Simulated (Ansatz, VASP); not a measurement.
# TaN: VASP beside Ansatz, part 2 of 2

Wanted: the spread between two codes on one cell, functional and k mesh. Of the first pair: The cell is taken from a series of runs on this material, whose earlier steps may have relaxed, scaled, displaced or heated it; both programs get it as it stands.

VASP 6.6.1 and Ansatz 0.2.0.

So far: Starting point; VASP: relaxation of cell and atoms, PBEsol; Ansatz: relaxation of cell and atoms, PBEsol.

## 4. Comparison

Known differences besides the potentials themselves: the data sets hold 18 valence electrons in Ansatz (on its PAW soft_1 files) and 16 in VASP; Ansatz makes its cores anew for this functional, VASP keeps those of its PBE data sets; Ansatz adds a Pulay correction to the stress that steers its cell, VASP none. Total energies have different zeros and are not compared.

Compared:

| quantity | Ansatz | VASP | difference |
| --- | --- | --- | --- |
| volume (Å³) | 20.93 | 20.99 | -0.32 % |
| edge a after relaxation, in the typed setting (Å) | 3.093 | 3.096 | -0.11 % |

## 5. Ansatz: relaxation, PBEsol

This run makes the geometry at which the two programs are then compared.

The structure compared here is the end of the Ansatz relaxation.

Contents of input.yaml:

```yaml
crystal:
  lattice:
    - [0.0, 2.1872257042, 2.1872257042]
    - [2.1872257042, 0.0, 2.1872257042]
    - [2.1872257042, 2.1872257042, 0.0]
  atoms:
    - { symbol: Ta, position: [0.0, 0.0, 0.0] }
    - { symbol: "N", position: [0.5, 0.5, 0.5] }
kpoints:
  mp_grid: { grid: [17, 17, 17] }
scf:
  occupations: { method: fermi_dirac, width: 0.05 }
hamiltonian:
  xc: pbesol
  pseudopotentials: { kind: paw, azcp: { folder: soft_1 }, xc_functional: pbe }
basis:
  ecutwfc: 600
output:
  forces: true
  stress: true
  write_density: true
  write_potential: true
  elf: true
  volumetric_format: npy
relax:
  f_tol: 0.005
  max_steps: 70
  cell: { stress_tol: 0.02, p_target: 5 }
```

Launch:

```bash
ansatz run input.yaml --threads 4 --pin off --max-ram 10240MiB --backend cpu --events-out ev --progress --plain --runs-dir out
```

Numbers of over 12 decimals in the logs are rounded to 6 here.

What it wrote:

```text
[...]
Crystal: 2 atoms, lattice volume = 20.927 Å³
Basis set: ecut = 600 eV, 725 PW (Γ), exchange–correlation on 50×50×50 points (8 copies of the dense FFT grid, shifted against one another)
Bands: 13, of which v1, the nominal top of the filled ones, is band 9 counted from 1 (8 counted from 0)
Symmetry: 48 space group operations
[...]
k-points: 165 of 4913
[...]
k-point 164: bands = [... 5 lower, 14.3911, 15.2294, 15.2324, 21.5782, 22.2690, 25.8435, 26.4206, 26.9969, ... 4 higher]
--- Relaxed structure (4 steps of the walk, 4 accepted, 1 SCFs on fresh bases) ---
[...]
cell:  # Å, volume = 20.6452 Å³
    - [0, 2.177358, 2.177358]
    - [2.177358, 0, 2.177358]
    - [2.177358, 2.177358, 0]
  atoms:
    - { symbol: Ta, position: [0, 0, 0] }
    - { symbol: N, position: [0.5, 0.5, 0.5] }
[key lines of the parts left out:]
SCF converged after 7 iterations
Free energy (F): -10187.988333 eV
Fermi energy:    22.088696 eV
P = ⅓ Tr σ = 4.9988 GPa (49.988 kbar)
```

## 6. VASP: single point, PBEsol, pair 2

The same cell, functional, mesh and smearing now go to VASP, with its own data sets.

Contents of INCAR:

```
SYSTEM = TaN
PREC = Accurate
ENCUT = 600
EDIFF = 1E-06
NELM = 120
ISMEAR = -1
SIGMA = 0.05
LREAL = .FALSE.
ALGO = Normal
GGA = PS
NBANDS = 14
LASPH = .TRUE.
LORBIT = 11
LWAVE = .FALSE.
LCHARG = .FALSE.
ISIF = 2
GGA_COMPAT = .FALSE.
KPAR = 2
```

Contents of POSCAR:

```
TaN
1.0
    0.0000000000      2.1773577149      2.1773577149
    2.1773577149      0.0000000000      2.1773577149
    2.1773577149      2.1773577149      0.0000000000
Ta N
1 1
Direct
    0.0000000000      0.0000000000      0.0000000000
    0.5000000000      0.5000000000      0.5000000000
```

Contents of KPOINTS:

```
Automatic mesh
0
Gamma
17 17 17
0 0 0
```

Potentials, in the order of the species: Ta_pv and N (PBE family, release 64).

Launch:

```bash
mpirun -np 2 vasp_std
```

What it wrote:

```text
[banner, memory and clock lines left out]
running    2 mpi-ranks, on    1 nodes
[...]
[... a notice as in an earlier step ...]

 LDA part: xc-table for (Slater+PW92), standard interpolation
 POSCAR, INCAR and KPOINTS ok, starting setup
[...]
entering main loop
       N       E                     dE             d eps       ncg     rms          rms(c)
DAV:   1     0.103858263122E+03    0.10386E+03   -0.95288E+03  4628   0.133E+03
DAV:   2    -0.223656365958E+02   -0.12622E+03   -0.12006E+03  5760   0.346E+02
DAV:   3    -0.259809184593E+02   -0.36153E+01   -0.35511E+01  5402   0.573E+01
DAV:   4    -0.260013641263E+02   -0.20446E-01   -0.20437E-01  5352   0.441E+00
[...]
DAV:  10    -0.232132546104E+02    0.14076E-03   -0.60307E-04  6174   0.303E-01    0.128E-01
DAV:  11    -0.232132139251E+02    0.40685E-04   -0.72817E-05  5298   0.917E-02    0.210E-02
DAV:  12    -0.232132137531E+02    0.17205E-06   -0.40901E-06  5886   0.213E-02
   1 F= -.23213214E+02 E0= -.23210534E+02  d E =-.536041E-02
```

OUTCAR, selected parts (step 6):

```text
  Total        0.8023858      0.8023858      0.8023858      0.0000000      0.0000000     -0.0000000
  in kB       62.2693703     62.2693703     62.2693703      0.0000000      0.0000000     -0.0000000
  external PRESSURE =      62.2693703 kB  Pullay stress =       0.0000000 kB

 POSITION                                       TOTAL-FORCE (eV/Angst)
 -----------------------------------------------------------------------------------
      0.00000      0.00000      0.00000        -0.000000      0.000000     -0.000000
      2.17736      2.17736      2.17736         0.000000     -0.000000      0.000000
 -----------------------------------------------------------------------------------
    total drift:                                0.000000      0.000000      0.000000

  FREE ENERGIE OF THE ION-ELECTRON SYSTEM (eV)
  ---------------------------------------------------
  free  energy   TOTEN  =       -23.2132137531 eV

  energy  without entropy=      -23.2078533389  energy(sigma->0) =      -23.21053355

[... 1 part as in an earlier step ...]

[... 2 further parts left out ...]
[key lines of the parts left out:]
E-fermi :   9.6931
```

The run ends at a pressure of 6.23 GPa.

## 7. Side by side

What differs besides the data sets and the points named for the pairs above, as far as they apply: the data sets hold 18 valence electrons in Ansatz (on its PAW soft_1 files) and 16 in VASP; Ansatz's pressure holds a Pulay correction, VASP's none. Total energies have different zeros and are not compared.

Both answers:

| quantity | Ansatz | VASP | difference |
| --- | --- | --- | --- |
| pressure (GPa) | 5.00 | 6.23 | -1.23 |

## 8. Further runs

Further runs change the set-up of one program: Ansatz's method, potentials or start, or VASP's data sets, cutoff or form of LDA. The table gives that difference for each run.

| run | pressure (GPa) |
| --- | --- |
| as above | -1.2 |
| VASP with the data sets Ta_sv_GW and N | -0.39 |

## 9. Ansatz: relaxation, PBEsol

This run makes the geometry at which the two programs are then compared. The cell compared in this pair holds 20.14 Å³, against 20.65 Å³ for the pair before.

The structure compared here is the end of the Ansatz relaxation.

Edit input.yaml of step 5 so:

```diff
@@ -20,6 +20,2 @@
   stress: true
-  write_density: true
-  write_potential: true
-  elf: true
-  volumetric_format: npy
 relax:
@@ -27,2 +23,2 @@
   max_steps: 70
-  cell: { stress_tol: 0.02, p_target: 5 }
+  cell: { stress_tol: 0.02, p_target: 15 }
```

Launch:

```bash
ansatz run input.yaml --threads 4 --pin off --max-ram 10240MiB --backend cpu --events-out ev --progress --plain --runs-dir out
```

What it wrote:

```text
[...]
Crystal: 2 atoms, lattice volume = 20.927 Å³
Basis set: ecut = 600 eV, 725 PW (Γ), exchange–correlation on 50×50×50 points (8 copies of the dense FFT grid, shifted against one another)
Bands: 13, of which v1, the nominal top of the filled ones, is band 9 counted from 1 (8 counted from 0)
Symmetry: 48 space group operations
[...]
k-points: 165 of 4913
[...]
14.994427      -0.000000      -0.000000
       -0.000000      14.994427      -0.000000
       -0.000000      -0.000000      14.994427
  P = ⅓ Tr σ = 14.9944 GPa (149.944 kbar)
--- Relaxed structure (4 steps of the walk, 4 accepted, 1 SCFs on fresh bases) ---
[...]
cell:  # Å, volume = 20.1367 Å³
    - [0, 2.159334, 2.159334]
    - [2.159334, 0, 2.159334]
    - [2.159334, 2.159334, 0]
  atoms:
    - { symbol: Ta, position: [0, 0, 0] }
    - { symbol: N, position: [0.5, 0.5, 0.5] }
[key lines of the parts left out:]
SCF converged after 8 iterations
Free energy (F): -10187.956956 eV
Fermi energy:    22.685902 eV
```

## 10. VASP: single point, PBEsol, pair 3

The same cell, functional, mesh and smearing now go to VASP, with its own data sets.

INCAR is that of step 6.

Contents of POSCAR:

```
TaN
1.0
    0.0000000000      2.1593337974      2.1593337974
    2.1593337974      0.0000000000      2.1593337974
    2.1593337974      2.1593337974      0.0000000000
Ta N
1 1
Direct
    0.0000000000      0.0000000000      0.0000000000
    0.5000000000      0.5000000000      0.5000000000
```

KPOINTS is that of step 6.

Launch:

```bash
mpirun -np 2 vasp_std
```

What it wrote:

```text
[... set-up lines as in an earlier step ...]
 entering main loop
       N       E                     dE             d eps       ncg     rms          rms(c)
DAV:   1     0.106087431941E+03    0.10609E+03   -0.95925E+03  4636   0.134E+03
DAV:   2    -0.224094038292E+02   -0.12850E+03   -0.12172E+03  5754   0.349E+02
DAV:   3    -0.259529946905E+02   -0.35436E+01   -0.35105E+01  5406   0.572E+01
DAV:   4    -0.259701612246E+02   -0.17167E-01   -0.17161E-01  5414   0.422E+00
[...]
DAV:  10    -0.231768160679E+02    0.13112E-03   -0.62915E-04  6150   0.314E-01    0.129E-01
DAV:  11    -0.231767738761E+02    0.42192E-04   -0.76081E-05  5336   0.961E-02    0.239E-02
DAV:  12    -0.231767735582E+02    0.31787E-06   -0.45412E-06  5778   0.226E-02
   1 F= -.23176774E+02 E0= -.23174183E+02  d E =-.518020E-02
```

Parts of OUTCAR (step 10):

```text
  Total        2.0592087      2.0592087      2.0592087      0.0000000     -0.0000000     -0.0000000
  in kB      163.8406305    163.8406305    163.8406305      0.0000000     -0.0000000     -0.0000000
  external PRESSURE =     163.8406305 kB  Pullay stress =       0.0000000 kB

 POSITION                                       TOTAL-FORCE (eV/Angst)
 -----------------------------------------------------------------------------------
      0.00000      0.00000      0.00000         0.000000      0.000000      0.000000
      2.15933      2.15933      2.15933         0.000000      0.000000      0.000000
 -----------------------------------------------------------------------------------
    total drift:                                0.000000     -0.000000     -0.000000

  FREE ENERGIE OF THE ION-ELECTRON SYSTEM (eV)
  ---------------------------------------------------
  free  energy   TOTEN  =       -23.1767735582 eV

  energy  without entropy=      -23.1715933533  energy(sigma->0) =      -23.17418346

[... 1 part as in an earlier step ...]

[... 2 further parts left out ...]
[key lines of the parts left out:]
E-fermi :   9.9810
```

The run ends at a pressure of 16.38 GPa.

## 11. Side by side

What differs besides the data sets and the points named for the pairs above, as far as they apply: the data sets hold 18 valence electrons in Ansatz (on its PAW soft_1 files) and 16 in VASP. Total energies have different zeros and are not compared.

Compared:

| quantity | Ansatz | VASP | difference |
| --- | --- | --- | --- |
| pressure (GPa) | 14.99 | 16.38 | -1.39 |

## 12. Results

| Quantity | Value |
| --- | --- |
| difference in volume (relaxation of cell and atoms, PBEsol) | -0.32 % |
| difference in pressure (single point, PBEsol, pair 2) | -1.2 GPa |
| difference in pressure (single point, PBEsol, pair 3) | -1.4 GPa |

The difference in pressure is -1.4 GPa (single point, PBEsol, pair 3), beyond the 1 GPa picked in this series as the mark of a large difference. The data sets hold unlike numbers of valence electrons (18 in Ansatz and 16 in VASP), so part of the differences comes from the potentials. Single point, PBEsol, pair 2, VASP with the data sets Ta_sv_GW and N: the difference in pressure goes from -1.2 to -0.39 GPa. What causes the difference of the single point, PBEsol, pair 3 pair stays open here. 4 further runs of this series are not shown here. How closely two codes agree says nothing of how well the functional describes the real material.

[Lines on the potential files, build, host, timing and source positions are cut from VASP's logs without a mark.]

[Logs are printed without paths, hosts, clocks, repeated set-up lines and the standing remarks that a program may print on its own settings, such as how far it seeks lower states.]

[Hosts, paths, dates, database ids (printed as entryN), source tags and the programs' standing remarks are cut or masked in the printed files.]
